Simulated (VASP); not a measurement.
These are PBE GGA, VASP's PBE PAW potentials (set 64) (plane waves; VASP) values and carry that method's errors.

VASP input:

File KPOINTS:
```
Automatic
0
gamma
  10 10 10
0 0 0
```

File POSCAR:
```
AlRu
1.0
  3.1644560000   0.0000000000   0.0000000000
  0.0000000000   3.1644560000   0.0000000000
  0.0000000000   0.0000000000   3.1644560000
Al Ru
1 1
Cart
  0.0000000000   0.0000000000   0.0000000000
  1.5822280000   1.5822280000   1.5822280000
```

### KPOINTS_OPT
```
k-points along high-symmetry lines
10
Line-mode
Reciprocal
  0.000000   0.000000   0.000000 ! GAMMA
  0.000000   0.500000   0.000000 ! X

  0.000000   0.500000   0.000000 ! X
  0.500000   0.500000   0.000000 ! M

  0.500000   0.500000   0.000000 ! M
  0.000000   0.000000   0.000000 ! GAMMA

  0.000000   0.000000   0.000000 ! GAMMA
  0.500000   0.500000   0.500000 ! R

  0.500000   0.500000   0.500000 ! R
  0.000000   0.500000   0.000000 ! X

  0.500000   0.500000   0.500000 ! R
  0.500000   0.500000   0.000000 ! M
```

INCAR:
```
SYSTEM = AlRu
PREC = Accurate
ENCUT = 300
EDIFF = 1E-6
NELM = 100
ALGO = Normal
LREAL = .FALSE.
LASPH = .TRUE.
ISMEAR = -1
SIGMA = 0.1
GGA = PE
LMAXMIX = 4
LWAVE = .FALSE.
LCHARG = .FALSE.
ISIF = 2
```

POTCAR, in this order: Al Ru_pv (PBE.64 set). Program: vasp_std.

At this cut-off the stress carries a Pulay error, which pulls relaxed volumes low.

### Question
Predict the energy per atom (σ→0), pressure, band gap (over mesh and band path).

### Answer

```
Item                                                                   Value
----------------------------------  ----------------------------------------
energy per atom (σ→0)                                         -6.947 eV/atom
band gap (over mesh and band path)  none (metal, semimetal or under 0.01 eV)
pressure                                                         -226.5 kbar
```

File OSZICAR:
```
...
DAV:   8    -0.139251037056E+02    0.16367E-01   -0.30855E-02  1424   0.176E+00    0.212E-01
DAV:   9    -0.139248880700E+02    0.21564E-03   -0.52972E-04  1532   0.217E-01    0.121E-01
DAV:  10    -0.139248725051E+02    0.15565E-04   -0.61125E-05  1572   0.101E-01    0.767E-03
DAV:  11    -0.139248711974E+02    0.13077E-05   -0.38839E-06  1444   0.228E-02    0.424E-03
DAV:  12    -0.139248704274E+02    0.77002E-06   -0.13661E-07   720   0.360E-03
   1 F= -.13924870E+02 E0= -.13893723E+02  d E =-.622956E-01
       N       E                     dE             ncg
       N       E                     dE             ncg
```

The structure was generated: AlRu was put into an ordered model structure, which need not be its known phase. The cell was not relaxed at this level. The electron count is odd and the run is not spin-polarised, which forces a metal.
